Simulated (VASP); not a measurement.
# KTaP2 (P-3m1) in VASP: a series of runs, part 2 of 2

VASP 6.6.1. Earlier steps stand in the parts before.

## (5) Single point, PBE

This run uses another cell than the first one, of 22.23 Å³/atom, 1.012 times its volume.

INCAR reads:

```
SYSTEM = KTaP2
PREC = Accurate
ENCUT = 520
EDIFF = 1E-6
ISMEAR = 0
SIGMA = 0.1
LREAL = .FALSE.
LASPH = .TRUE.
NELM = 100
ALGO = Normal
ISIF = 2
LWAVE = .FALSE.
LCHARG = .FALSE.
GGA = PE
NBANDS = 23
```

KPOINTS reads:

```
regular mesh
0
G
  6 6 4
  0 0 0
```

POSCAR reads:

```
KTaP2
1.0
    3.6059899647      0.0000000026      0.0000000000
   -1.8029949846      3.1228789139      0.0000000000
    0.0000000000      0.0000000000      7.8962034314
K Ta P
1 1 2
Direct
    0.0000000000      0.0000000000      0.0000000000
    0.0000000000      0.0000000000      0.5000000000
    0.3333333333      0.6666666667      0.6867073330
    0.6666666667      0.3333333333      0.3132926670
```

On the command line:

```console
cat potpaw_PBE.64/K_sv/POTCAR potpaw_PBE.64/Ta_pv/POTCAR potpaw_PBE.64/P/POTCAR > POTCAR
mpirun -np 1 vasp_std > vasp.out
```

Wall time 50 s (1 thread of Intel Xeon Platinum 8488C (Sapphire Rapids), shared host); peak memory 0.23 GiB.

Results (log left out):

| Quantity | Value |
| --- | --- |
| Free energy | -25.4864 eV |
| Pressure | 0.0 GPa |
| Largest force | 0.009 eV/Å |
| Band gap on the k mesh | none (metal or under the smearing width) |

Forces in eV/Å, atoms in the order of the input:
```
K    0.000  0.000  0.000
Ta   0.000  0.000  0.000
P    0.000  0.000 -0.009
P    0.000  0.000  0.009
```

Stress tensor (GPa, compression positive):
```
0.00 0.00 0.00
0.00 0.00 0.00
0.00 0.00 0.10
```

Levels at points of the mesh, in eV from the Fermi level:
```tsv
k point	band 11	band 12	band 13	band 14	band 15	band 16	band 17	band 18	band 19	band 20
(0.00, 0.00, 0.00)	-2.49	-2.49	-0.29	0.38	0.62	0.62	1.42	1.42	3.57	4.74
(0.50, 0.00, 0.00)	-2.95	-2.76	-2.27	-1.15	-0.16	-0.13	2.41	2.58	2.82	4.87
(0.00, 0.00, 0.50)	-2.48	-2.48	-1.48	0.63	0.63	1.32	1.32	1.43	3.08	5.34
(0.50, 0.00, 0.50)	-3.21	-2.48	-2.24	-1.42	-0.24	0.06	2.41	2.71	3.13	4.36
```

## (6) Relaxation of cell and atoms, PBE

This run uses another cell than the first one, of 22.42 Å³/atom, 1.021 times its volume.

INCAR reads:

```
PREC = Accurate
ENCUT = 600
EDIFF = 1E-7
ISMEAR = 0
SIGMA = 0.1
LREAL = F
LASPH = T
NELM = 60
ALGO = Fast
ISIF = 3
LWAVE = F
LCHARG = F
GGA = PE
IBRION = 2
NSW = 90
EDIFFG = -0.04
```

KPOINTS reads:

```
Automatic mesh
0
Gamma
  6 6 4
```

POSCAR reads:

```
KTaP2
1.0
    4.0191183700      0.0000000000      0.0000000000
   -2.0095591900      3.4806586100      0.0000000000
    0.0000000000      0.0000000000      6.4117835300
K Ta P
1 1 2
Direct
    0.0000000000      0.0000000000      0.0000000000
    0.0000000000      0.0000000000      0.5000000000
    0.3333333300      0.6666666700      0.6451009900
    0.6666666700      0.3333333300      0.3548990100
```

Potentials or basis: VASP PAW PBE potentials, release 64 (K_sv, Ta_pv, P).

On the command line:

```console
cat potpaw_PBE.64/K_sv/POTCAR potpaw_PBE.64/Ta_pv/POTCAR potpaw_PBE.64/P/POTCAR > POTCAR
mpirun -np 1 vasp_std > vasp.out
```

Wall time 9.9 min (1 thread of Intel Xeon Platinum 8488C (Sapphire Rapids), shared host); peak memory 0.27 GiB.

Results (log left out):

```yaml
Free_energy: -25.4853 eV
Relaxed_volume: 22.27 Å³/atom
Relaxed_cell: a = 3.607 Å, b = 3.607 Å, c = 7.904 Å, α = 90.00°, β = 90.00°, γ = 120.00°
Space_group_after_relaxing_to_0.05_Å: P-3m1 (No. 164)
Energy_gained_by_relaxing: 432.6 meV/atom
Ionic_steps: 14
Pressure_after_relaxing: 0.0 GPa
Largest_force_after_relaxing: 0.008 eV/Å
Band_gap_on_the_k_mesh: none (metal or under the smearing width)
```

Forces on the atoms (eV/Å):
```
K    0.000  0.000  0.000
Ta   0.000  0.000  0.000
P    0.000  0.000  0.008
P    0.000  0.000 -0.008
```

Step by step:
```
step  energy change (eV)  largest force (eV/Å)  pressure (GPa)  volume (Å³)
   1              0.0000                1.5456            8.03        89.70
   2             -0.6179                0.2785           -5.06       104.87
   3             -0.6208                0.3557           -4.50       103.95
   4             -1.2339                0.6122           -3.93       101.67
   5             -1.5644                0.2550           -3.20        97.19
   6             -1.5596                0.4383           -3.41        98.38
   7             -1.5667                0.3880           -3.36        98.04
   8             -1.6267                1.1808            3.00        89.58
   9             -1.6413                0.9323            0.85        92.05
  10             -1.7159                0.4146            0.63        89.78
  11             -1.7288                0.0409            0.64        88.25
  12             -1.7290                0.0800            0.63        88.41
  13             -1.7275                0.0962           -0.91        90.04
  14             -1.7303                0.0077           -0.01        89.06
```

Final structure:
```
K Ta P
1.0
     3.60720    0.00000    0.00000
    -1.80360    3.12392    0.00000
     0.00000    0.00000    7.90372
K Ta P
1 1 2
Direct
  0.00000 0.00000 0.00000
  0.00000 0.00000 0.50000
  0.33333 0.66667 0.68639
  0.66667 0.33333 0.31361
```

Levels at points of the mesh, in eV from the Fermi level:
```tsv
k point	band 13	band 14	band 15	band 16	band 17	band 18
(0.00, 0.00, 0.00)	-0.30	0.38	0.61	0.61	1.41	1.41
(0.50, 0.00, 0.00)	-2.27	-1.16	-0.17	-0.13	2.40	2.57
(0.00, 0.00, 0.50)	-1.48	0.63	0.63	1.32	1.32	1.43
(0.50, 0.00, 0.50)	-2.25	-1.42	-0.25	0.06	2.40	2.70
```

Spin-orbit coupling is left out, which matters for the levels of Ta.

## (7) Summary

| task | cell | k mesh | cutoff (eV) | gap on the mesh (eV) | pressure (GPa) | relaxed volume (Å³/atom) | largest force (eV/Å) |
| --- | --- | --- | --- | --- | --- | --- | --- |
| relaxation of cell and atoms | relaxed | 18 × 18 × 6 | 600 | none | 0.0 | 21.97 | 0.01 |
| single point | P-3m1, 21.93 Å³/atom | 18 × 18 × 6 | 520 | none | 0.0 | - | 0.01 |
| single point | P-3m1, 22.42 Å³/atom | 6 × 6 × 4 | 520 | none | 8.0 | - | 1.55 |
| single point | P-3m1, 22.23 Å³/atom | 6 × 6 × 4 | 520 | none | 0.0 | - | 0.01 |
| relaxation of cell and atoms | relaxed | 6 × 6 × 4 | 600 | none | 0.0 | 22.27 | 0.01 |

Alike in all rows: level PBE; potentials or basis VASP PAW PBE potentials, release 64 (K_sv, Ta_pv, P); no spin polarisation; smearing gaussian 0.1 eV.

Every run on the cell as given and a fine mesh finds a metal.

Caveats: forces of over 1 eV/Å show positions far from the minimum, so gaps and moduli don't describe the material at rest (some runs).

Total energies depend on the potentials used, so only differences within one code and one set of settings carry meaning.
